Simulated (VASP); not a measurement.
Runs of VASP 6.6.1 on HfO2. It takes space group Fm-3m (No. 225, cubic). The conventional cell has a = 5.071 Å, b = 5.071 Å, c = 5.071 Å, α = 90.00°, β = 90.00°, γ = 90.00°. Hf (site symmetry m-3m) has 8 O at 2.20 Å as nearest neighbours. Around O (site symmetry -43m) lie 4 Hf at 2.20 Å. The cell was built by a generator and needn't be a form met in nature.

```csv
task,level,k mesh,grid for exact exchange (PRECFOCK),screening parameter,exchange at q = 0,gap on the mesh (eV),pressure (GPa)
electrostatic potential,r2SCAN,10 × 10 × 10,-,-,-,4.29,-5.9
electrostatic potential,HSE06,8 × 8 × 8,Fast,0.2 1/A,-,5.36,-7.2
electrostatic potential,PBE0,6 × 6 × 6,Fast,-,default,(a),-7.2
band structure,PBE0,6 × 6 × 6,Fast,-,truncated,6.09,-7.1
band structure,r2SCAN,10 × 10 × 10,-,-,-,4.29,-5.9
band structure,HSE06,8 × 8 × 8,Fast,0.2 1/A,-,5.36,-7.2
```

Alike in all rows: potentials or basis VASP PAW PBE potentials, release 64 (Hf_pv, O); no spin polarisation; cell as given; cutoff (eV) 520; smearing gaussian 0.02 eV.

Task: Fill in the values left out.

Result: (a) 6.10.

Caveats: the PAW data sets were made with another functional, which shifts forces and pressure a little; spin-orbit coupling is left out, which moves the levels of the heavy elements.

A k mesh can miss the band edges, and the runs leave out spin-orbit coupling on Hf.

Runs at the PBE level aren't shown here.
